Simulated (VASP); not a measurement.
Given:

```yaml
crystal:
  lattice:
    - [1.78670, -3.09466, 0.00000]
    - [1.78670, 3.09466, 0.00000]
    - [0.00000, 0.00000, 6.13965]
  atoms:
    - { symbol: Pt, position: [0.00000, 0.00000, 0.00000] }
    - { symbol: S, position: [0.33333, 0.66667, 0.19959] }
    - { symbol: S, position: [0.66667, 0.33333, 0.80041] }
```

The numbers are results of PBE GGA, VASP's PBE PAW potentials (set 64) (plane waves; VASP), not measurements. Run with 400 eV cut-off, 8×8×4 Γ-centred mesh, tetrahedra with Blöchl corrections, potentials Pt S.

The cores are frozen, which limits the accuracy of field gradients. Without a dispersion term in the relaxation, distances and binding between the weakly bound layers, chains or molecules are unreliable, and so is what depends on them.

### Question
Give the principal components of the electric field gradient (V/Å²) and the asymmetry η at each nucleus.

### Answer

```csv
atom,Vxx,Vyy,Vzz,η
Pt1,-67.5,-67.5,135.0,0.00
S2,31.1,31.1,-62.3,0.00
S3,31.1,31.1,-62.3,0.00
```

The compound is PtS2 in the 1T layered structure. It was relaxed first, which changed the volume by +24 %.
